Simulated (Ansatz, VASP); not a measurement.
Two plane-wave programs on CdOs

```xyz
2
Lattice="3.2253 0.0000 0.0000 0.0000 3.2253 0.0000 0.0000 0.0000 3.2253" Properties=species:S:1:pos:R:3 pbc="T T T"
Cd    0.0000    0.0000    0.0000
Os    1.6126    1.6126    1.6126
```

Alike in both runs: functional PBE; k mesh 6 × 6 × 6; occupations gaussian, width 0.1 eV; no spin polarisation.

Ansatz relaxed the structure, and its values are those at the end. VASP's run is a single point on that final structure, the one shown.

|  | VASP | Ansatz |
| --- | --- | --- |
| version | VASP 6.6.1 | Ansatz 0.2.0 |
| potentials or method | VASP PAW PBE potentials, release 64 (Cd, Os) | scalar-relativistic, plane waves, PAW |
| plane-wave cutoff (eV) | 520 | 420 |
| valence electrons in the cell | 20 | 36 |

|  | VASP | Ansatz | Ansatz less VASP |
| --- | --- | --- | --- |
| gap on the k mesh at the Fermi level (eV) | none | none | - |
| pressure (GPa) | 1.2 | 0.0 | -1.22 |

A gap of «none» marks a metal or a gap that the smearing closes. The two sets of potentials don't hold the same shells in valence.

Spin-orbit coupling is left out, which matters for the levels of Os.
